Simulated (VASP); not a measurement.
Input:

```yaml
crystal:
  lattice:
    - [4.79254, 0.00000, 0.00000]
    - [0.00000, 4.79254, 0.00000]
    - [0.00000, 0.00000, 4.79254]
  atoms:
    - { symbol: Ag, position: [0.75000, 0.25000, 0.75000] }
    - { symbol: Ag, position: [0.25000, 0.75000, 0.75000] }
    - { symbol: Ag, position: [0.75000, 0.75000, 0.25000] }
    - { symbol: Ag, position: [0.25000, 0.25000, 0.25000] }
    - { symbol: O, position: [0.00000, 0.00000, 0.00000] }
    - { symbol: O, position: [0.50000, 0.50000, 0.50000] }
```

All values below come from PBE GGA with D3 dispersion (zero damping), VASP's PBE PAW potentials (set 64) (plane waves; VASP). Numerical set-up: 520 eV cut-off, Gaussian smearing of 0.050 eV, potentials Ag O.

### Question
Estimate the band gap (along the path) with the smallest direct gap where there is one.

### Answer

```yaml
band gap (along the path): none (metal, semimetal or under 0.01 eV)
```

Only differences to runs with the same potentials and settings are physical.

The compound is Ag2O in the cuprite structure. It was relaxed first.
